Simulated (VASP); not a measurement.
Here is the system:

```yaml
crystal:
  lattice:
    - [1.58128, -2.73886, 0.00000]
    - [1.58128, 2.73886, 0.00000]
    - [0.00000, 0.00000, 3.54079]
  atoms:
    - { symbol: Zr, position: [0.00000, 0.00000, 0.00000] }
    - { symbol: B, position: [0.33333, 0.66667, 0.50000] }
    - { symbol: B, position: [0.66667, 0.33333, 0.50000] }
```

Level of theory: rev-vdW-DF2, VASP's PBE PAW potentials (set 64) (plane waves; VASP). Run with 520 eV cut-off, 12×12×10 Γ-centred mesh, tetrahedra with Blöchl corrections, potentials Zr_sv B.

**Question.** Predict the energy per atom (σ→0), band gap (on the k-mesh) with the smallest direct gap where there is one.

**Answer.** 
```
Property                                                    Result
------------------------  ----------------------------------------
band gap (on the k-mesh)  none (metal, semimetal or under 0.01 eV)
energy per atom (σ→0)                               -7.241 eV/atom
```

Total energies compare only between runs with the same potentials, cut-off and functional.

The compound is ZrB2 in the AlB2 type structure. It was relaxed first.
